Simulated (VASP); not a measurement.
An input for Ansatz (written as the equivalent of a VASP run, and not itself run):

Ansatz 0.2 input:
```yaml
crystal:
  lattice:
    - [3.1640100, 0.0000000, 0.0000000]
    - [-1.5820050, 2.7401130, 0.0000000]
    - [0.0000000, 0.0000000, 10.3581570]
  atoms:
    - { symbol: Al, position: [0.0000000, 0.0000000, 0.0000000] }
    - { symbol: Al, position: [0.0000000, 0.0000000, 0.5000000] }
    - { symbol: Al, position: [0.6666670, 0.3333330, 0.7501800] }
    - { symbol: Al, position: [0.3333330, 0.6666670, 0.2501800] }
    - { symbol: N, position: [0.0000000, 0.0000000, 0.8121600] }
    - { symbol: N, position: [0.0000000, 0.0000000, 0.3121600] }
    - { symbol: N, position: [0.6666670, 0.3333330, 0.5632900] }
    - { symbol: N, position: [0.3333330, 0.6666670, 0.0632900] }
kpoints:
  mp_grid: { grid: [12, 12, 4] }
hamiltonian:
  xc: pbe
  pseudopotentials: { kind: paw }
scf:
  occupations: { method: fermi_dirac, width: 0.1 }
  max_iter: 100
output: { forces: true, stress: true, eigenvalues: true }
```

### Question
Write the VASP files for the same calculation (PBE).

### Answer
One answer among several that fit: 
### KPOINTS
```
Automatic mesh
0
Gamma
12 12 4
0 0 0
```

File POSCAR:
```
AlN
1
    3.1640100000     0.0000000000     0.0000000000
   -1.5820050000     2.7401130000     0.0000000000
    0.0000000000     0.0000000000    10.3581570000
Al N
4 4
Direct
  0.0000000000   0.0000000000   0.0000000000
  0.0000000000   0.0000000000   0.5000000000
  0.6666670000   0.3333330000   0.7501800000
  0.3333330000   0.6666670000   0.2501800000
  0.0000000000   0.0000000000   0.8121600000
  0.0000000000   0.0000000000   0.3121600000
  0.6666670000   0.3333330000   0.5632900000
  0.3333330000   0.6666670000   0.0632900000
```

**INCAR**
```
SYSTEM = AlN
PREC = Accurate; ENCUT = 400; LREAL = F
LASPH = T
EDIFF = 1E-6; NELM = 100; ALGO = Normal
ISMEAR = -1; SIGMA = 0.1
GGA = PE
ISIF = 2
LWAVE = F; LCHARG = F
```

POTCAR, in this order: Al N (PBE.64 set). Program: vasp_std.

What does not carry over: each code has its own PAW files, so the cut-off isn't converted (ENCUT is set for VASP's; basis.ecutwfc is left out, and Ansatz then takes the one that its files recommend); Ansatz stops its SCF on the density residual and VASP on the energy change (EDIFF).

The structure was generated: AlN was put into an ordered model structure, which need not be its known phase. The cell was not relaxed at this level.
